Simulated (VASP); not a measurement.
Given:

```yaml
crystal:
  lattice:
    - [4.09648, 0.00000, 0.00000]
    - [0.00000, 4.09648, 0.00000]
    - [0.00000, 0.00000, 4.09648]
  atoms:
    - { symbol: Sr, position: [0.50000, 0.50000, 0.50000] }
    - { symbol: Hf, position: [0.00000, 0.00000, 0.00000] }
    - { symbol: O, position: [0.00000, 0.50000, 0.00000] }
    - { symbol: O, position: [0.50000, 0.00000, 0.00000] }
    - { symbol: O, position: [0.00000, 0.00000, 0.50000] }
```

Calculation: PBEsol GGA, VASP's PBE PAW potentials (set 64) (plane waves; VASP). Settings: 520 eV cut-off, 7×7×7 Γ-centred mesh, Gaussian smearing of 0.010 eV, potentials Sr_sv Hf_pv O.

Estimate the energy per atom (σ→0).

```
Quantity                        Value
---------------------  --------------
energy per atom (σ→0)  -9.025 eV/atom
```

Total energies compare only between runs with the same potentials, cut-off and functional.

The structure comes from a computed database's SrHfO3 entry (Pm-3m); how it stands against other phases isn't given here. It was relaxed first.
